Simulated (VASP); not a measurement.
Computed with LDA (Ceperley-Alder, Perdew-Zunger), VASP's LDA PAW potentials (set 64) (plane waves; VASP).

VASP input:

### INCAR
```
SIGMA=0.05
ALGO=Normal   ! blocked Davidson
LREAL=.FALSE.   ! projection in real space or not
ENCUT=400
EDIFFG=-0.01
NELM=100
ISMEAR=0   ! Gaussian
ISIF=3   ! ions, shape and volume
LASPH=.TRUE.   ! aspherical one-centre terms
NSW=60   ! most ionic steps
EDIFF=1E-6
PREC=Accurate
SYSTEM=MgS
LWAVE=.FALSE.
LCHARG=.FALSE.
IBRION=2   ! conjugate gradients
```

File POSCAR:
```
MgS
1
    0.0000000000     2.7920082823     2.7920082823
    2.7920082823     0.0000000000     2.7920082823
    2.7920082823     2.7920082823    -0.0000000000
Mg S
1 1
Direct
  0.0000000000   0.0000000000   0.0000000000
  0.7500000000   0.7500000000   0.7500000000
```

**KPOINTS**
```
Automatic mesh
0
Gamma
7 7 7
0 0 0
```

POTCAR, in this order: Mg S (LDA.64 set). Program: vasp_std.

Output of the run:

### OSZICAR
```
       N       E                     dE             d eps       ncg     rms          rms(c)
DAV:   1     0.204994978114E+02    0.20499E+02   -0.30943E+03   320   0.633E+02
DAV:   2    -0.885489417664E+01   -0.29354E+02   -0.28935E+02   440   0.999E+01
DAV:   3    -0.994565242743E+01   -0.10908E+01   -0.10908E+01   368   0.266E+01
DAV:   4    -0.995144854119E+01   -0.57961E-02   -0.57961E-02   528   0.223E+00
DAV:   5    -0.995145712933E+01   -0.85881E-05   -0.85881E-05   384   0.666E-02    0.413E+00
DAV:   6    -0.945187548459E+01    0.49958E+00   -0.14310E+00   320   0.561E+00    0.321E+00
DAV:   7    -0.939805781668E+01    0.53818E-01   -0.24076E-01   400   0.239E+00    0.228E+00
DAV:   8    -0.939379232023E+01    0.42655E-02   -0.10066E-02   360   0.836E-01    0.964E-01
DAV:   9    -0.939335087101E+01    0.44145E-03   -0.10587E-03   416   0.220E-01    0.325E-01
DAV:  10    -0.939338179814E+01   -0.30927E-04   -0.40707E-05   408   0.422E-02    0.910E-02
DAV:  11    -0.939338414004E+01   -0.23419E-05   -0.13400E-05   384   0.211E-02    0.337E-02
DAV:  12    -0.939338413180E+01    0.82381E-08   -0.47671E-07   200   0.431E-03
   1 F= -.93933841E+01 E0= -.93933841E+01  d E =-.939338E+01
```

**OUTCAR**
```
------------------------ aborting loop because EDIFF is reached ----------------------------------------
  FORCE on cell =-STRESS in cart. coord.  units (eV):
  Direction    XX          YY          ZZ          XY          YZ          ZX
  --------------------------------------------------------------------------------------
  Total        0.0006266      0.0006266      0.0006266      0.0000000      0.0000000     -0.0000000
  in kB        0.0230627      0.0230627      0.0230627      0.0000000      0.0000000     -0.0000000
  external PRESSURE =       0.0230627 kB  Pullay stress =       0.0000000 kB
  volume of cell :       43.53
      direct lattice vectors                 reciprocal lattice vectors
     0.000000000  2.792008282  2.792008282    -0.179082563  0.179082563  0.179082563
     2.792008282  0.000000000  2.792008282     0.179082563 -0.179082563  0.179082563
     2.792008282  2.792008282  0.000000000     0.179082563  0.179082563 -0.179082563
 POSITION                                       TOTAL-FORCE (eV/Angst)
 -----------------------------------------------------------------------------------
      0.00000      0.00000      0.00000         0.000000     -0.000000     -0.000000
      4.18801      4.18801      4.18801        -0.000000      0.000000      0.000000
 -----------------------------------------------------------------------------------
    total drift:                               -0.000000     -0.000000     -0.000000
  FREE ENERGIE OF THE ION-ELECTRON SYSTEM (eV)
  ---------------------------------------------------
  free  energy   TOTEN  =        -9.3933841318 eV

  energy  without entropy=       -9.3933841318  energy(sigma->0) =       -9.39338413

 reached required accuracy - stopping structural energy minimisation
```
(Selected blocks of OUTCAR.)

The structure comes from a computed database's MgS entry (F-43m); how it stands against other phases isn't given here. It was relaxed first. The start is the result of an earlier pass.
